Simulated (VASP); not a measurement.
Set up this calculation in VASP 6.6.1, as the native input.

```yaml
Task: relaxation of cell and atoms
Functional: PBE
Potentials_or_basis: VASP PAW PBE potentials, release 64 (Ti_sv, Bi_d, O)
Cutoff: 520 eV
k_mesh: 4 × 4 × 2
Occupations: gaussian, width 0.15 eV
Spin: no spin polarisation
Further_INCAR_settings: PREC = Normal; ALGO = Fast; EDIFF = 0.0001; IBRION = 2; EDIFFG = -0.08; NSW = 24; ISIF = 3
```

The structure of Ti3BiO3 lies in POSCAR:

```
Ti3BiO3
1.0
    3.8623477900      0.0000000000      0.0000000000
   -1.9311738900      3.3448913000      0.0000000000
    0.0000000000      0.0000000000      8.7912442800
Ti Bi O
3 1 3
Direct
    0.0000000000      0.0000000000      0.2494223000
    0.0000000000      0.0000000000      0.7505777000
    0.0000000000      0.0000000000      0.0000000000
    0.0000000000      0.0000000000      0.5000000000
    0.5000000000      0.0000000000      0.0000000000
    0.0000000000      0.5000000000      0.0000000000
    0.5000000000      0.5000000000      0.0000000000
```

The cell was built by a generator and needn't be a form met in nature.

The input as run:

INCAR

```
SYSTEM = Ti3BiO3
PREC = Normal
ENCUT = 520
EDIFF = 1E-4
ISMEAR = 0
SIGMA = 0.15
LREAL = .False.
LASPH = .True.
NELM = 60
ALGO = Fast
ISIF = 3
LWAVE = .False.
LCHARG = .False.
GGA = PE
IBRION = 2
NSW = 24
EDIFFG = -0.08
```

KPOINTS

```
regular mesh
0
Gamma
  4 4 2
  0 0 0
```

Potentials or basis: VASP PAW PBE potentials, release 64 (Ti_sv, Bi_d, O).

Launch:

```console
$ cat potpaw_PBE.64/Ti_sv/POTCAR potpaw_PBE.64/Bi_d/POTCAR potpaw_PBE.64/O/POTCAR > POTCAR
$ mpirun -np 1 vasp_std > vasp.out
```

It gave:

```yaml
Relaxed_volume: 21.23 Å³/atom
Relaxed_cell: a = 3.978 Å, b = 3.978 Å, c = 10.841 Å, α = 90.00°, β = 90.00°, γ = 120.00°
Space_group_after_relaxing_to_0.05_Å: P6/mmm (No. 191)
Energy_gained_by_relaxing: 665.5 meV/atom
Ionic_steps: 13
Pressure_after_relaxing: 0.1 GPa
Largest_force_after_relaxing: 0.043 eV/Å
Band_gap_on_the_k_mesh: none (metal or under the smearing width)
```

Caveat: the k mesh is coarse (spacing up to 0.47 Å⁻¹), so the values aren't converged; the volume moved by over 15 % at a fixed basis, so the end points are rough; spin-orbit coupling is left out, which moves the levels of the heavy elements; an odd number of electrons without spin polarisation forces a metal; a magnetic or distorted state may lie lower; semilocal functionals often make such compounds metallic where correlation or magnetic order opens a gap, which also shifts bond lengths; the relaxation stopped at a loose force limit of 0.08 eV/Å, so its end isn't a converged minimum.

Wall time 8.4 min on 1 thread of Intel(R) Xeon(R) Platinum 8488C (Sapphire Rapids), with other jobs on the host, peak memory 0.2 GiB.
